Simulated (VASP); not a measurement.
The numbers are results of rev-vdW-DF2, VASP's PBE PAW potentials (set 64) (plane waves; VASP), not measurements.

Input for VASP

**INCAR**
```
# general
SYSTEM   = CdF2
PREC     = Accurate
ENCUT    = 520   # plane-wave cut-off (eV)
LREAL    = .False.   # projection in real space or not
LASPH    = .True.   # aspherical one-centre terms
ICHARG   = 11

# electronic loop
EDIFF    = 1E-7   # SCF stop (eV)
NELM     = 100   # most electronic steps
ALGO     = Normal   # blocked Davidson
LMAXMIX  = 4   # l cut-off of mixed one-centre charges

# smearing
ISMEAR   = 0
SIGMA    = 0.05   # width (eV)

# functional
GGA      = MK
LUSE_VDW = .True.
AGGAC    = 0.0
PARAM1   = 0.1234568
PARAM2   = 0.7114
ZAB_VDW  = -1.8867

# output
LWAVE    = .False.
LCHARG   = .False.
LORBIT   = 11
```

**KPOINTS**
```
k-points along high-symmetry lines
15
Line-mode
Reciprocal
  0.000000   0.000000   0.000000 ! GAMMA
  0.500000   0.000000   0.500000 ! X

  0.500000   0.000000   0.500000 ! X
  0.625000   0.250000   0.625000 ! U

  0.375000   0.375000   0.750000 ! K
  0.000000   0.000000   0.000000 ! GAMMA

  0.000000   0.000000   0.000000 ! GAMMA
  0.500000   0.500000   0.500000 ! L

  0.500000   0.500000   0.500000 ! L
  0.500000   0.250000   0.750000 ! W

  0.500000   0.250000   0.750000 ! W
  0.500000   0.000000   0.500000 ! X
```

POSCAR:
```
CdF2
1
    0.0000000000     2.7186012485     2.7186012485
    2.7186012485     0.0000000000     2.7186012485
    2.7186012485     2.7186012485     0.0000000000
Cd F
1 2
Direct
  0.0000000000   0.0000000000   0.0000000000
  0.2500000000   0.2500000000   0.2500000000
  0.7500000000   0.7500000000   0.7500000000
```

POTCAR, in this order: Cd F (PBE.64 set). Program: vasp_std. Read from the step before: CHGCAR.

Output of the run:

**OUTCAR**
```
 ion  position               nearest neighbor table
   1  0.000  0.000  0.000-   3 2.35   3 2.35   3 2.35   2 2.35   2 2.35   2 2.35   3 2.35   2 2.35
  LATTYP: Found a face centered cubic cell.
 ALAT       =     5.4372024970
 Subroutine PRICEL returns:
 Original cell was already a primitive cell.
 Subroutine GETGRP returns: Found 48 space group operations
The static configuration has the point symmetry O_h .
The dynamic configuration has the point symmetry O_h .
 Subroutine INISYM returns: Found 48 space group operations
   k-points           NKPTS =     90   k-points in BZ     NKDIM =     90   number of bands    NBANDS=     17
   number of dos      NEDOS =    301   number of ions     NIONS =      3
   total plane-waves  NPLWV =  27000
   dimension x,y,z NGX =    30 NGY =   30 NGZ =   30
   dimension x,y,z NGXF=    60 NGYF=   60 NGZF=   60
   ions per type =               1   2
   PREC   = accura    normal or accurate (medium, high low for compatibility)
   ISTART =      0    job   : 0-new  1-cont  2-samecut
   ICHARG =     11    charge: 1-file 2-atom 10-const
   ISPIN  =      1    spin polarized calculation?
   LNONCOLLINEAR =      F non collinear calculations
   LSORBIT =      F    spin-orbit coupling
   INIWAV =      1    electr: 0-lowe 1-rand  2-diag
   ENCUT  =  520.0 eV  38.22 Ry    6.18 a.u.   7.15  7.15  7.15*2*pi/ulx,y,z
   NELM   =    100;   NELMIN=  2; NELMDL= -5     # of ELM steps
...
```

OSZICAR:
```
       N       E                     dE             d eps       ncg     rms          rms(c)
DAV:   1     0.204052665759E+03    0.20405E+03   -0.15788E+04  3124   0.154E+03
DAV:   2     0.405907223669E+01   -0.19999E+03   -0.19493E+03  3518   0.381E+02
DAV:   3    -0.430124299865E+01   -0.83603E+01   -0.83436E+01  3273   0.865E+01
DAV:   4    -0.434501599125E+01   -0.43773E-01   -0.43765E-01  3363   0.609E+00
DAV:   5    -0.434517631676E+01   -0.16033E-03   -0.16032E-03  3334   0.344E-01
DAV:   6    -0.434517710958E+01   -0.79282E-06   -0.79283E-06  3427   0.239E-02
DAV:   7    -0.434517711382E+01   -0.42396E-08   -0.42465E-08  2619   0.167E-03
   1 F= -.43451771E+01 E0= -.43451771E+01  d E =-.266918E-21
```

### OUTCAR
```
 val. band max:       -1.7101408286   @ k =   0.5000   0.2500   0.7500

 cond. band min:       1.1739839370   @ k =   0.0000   0.0000   0.0000



 k-point     1 :       0.0000    0.0000    0.0000
  band No.  band energies     occupation
      1     -22.2317      2.00000
      2     -21.1835      2.00000
      3      -7.2272      2.00000
      4      -7.2272      2.00000
      5      -7.2272      2.00000
      6      -6.1278      2.00000
      7      -6.1278      2.00000
      8      -2.6202      2.00000
      9      -2.6202      2.00000
     10      -2.6202      2.00000
     11      -2.2334      2.00000
     12      -2.2334      2.00000
     13      -2.2334      2.00000
     14       1.1740      0.00000
     15      10.7407      0.00000
     16      10.7407      0.00000
     17      10.7407      0.00000

 k-point     2 :       0.0357    0.0000    0.0357
  band No.  band energies     occupation
      1     -22.2265      2.00000
      2     -21.1881      2.00000
      3      -7.2205      2.00000
      4      -7.2205      2.00000
      5      -7.2107      2.00000
      6      -6.1334      2.00000
      7      -6.1265      2.00000
      8      -2.6774      2.00000
      9      -2.6414      2.00000
     10      -2.6414      2.00000
     11      -2.2327      2.00000
     12      -2.2281      2.00000
     13      -2.2281      2.00000
     14       1.2424      0.00000
     15      10.6448      0.00000
     16      10.7627      0.00000
     17      10.7627      0.00000

 k-point     3 :       0.0714    0.0000    0.0714
  band No.  band energies     occupation
      1     -22.2112      2.00000
      2     -21.2018      2.00000
      3      -7.2003      2.00000
      4      -7.2003      2.00000
      5      -7.1620      2.00000
      6      -6.1504      2.00000
      7      -6.1226      2.00000
      8      -2.8353      2.00000
      9      -2.7039      2.00000
     10      -2.7039      2.00000
     11      -2.2306      2.00000
     12      -2.2125      2.00000
...
```

The density is held fixed in this step, so its total energy and stress have no physical meaning.

The compound is CdF2 in the fluorite structure. It was relaxed first.
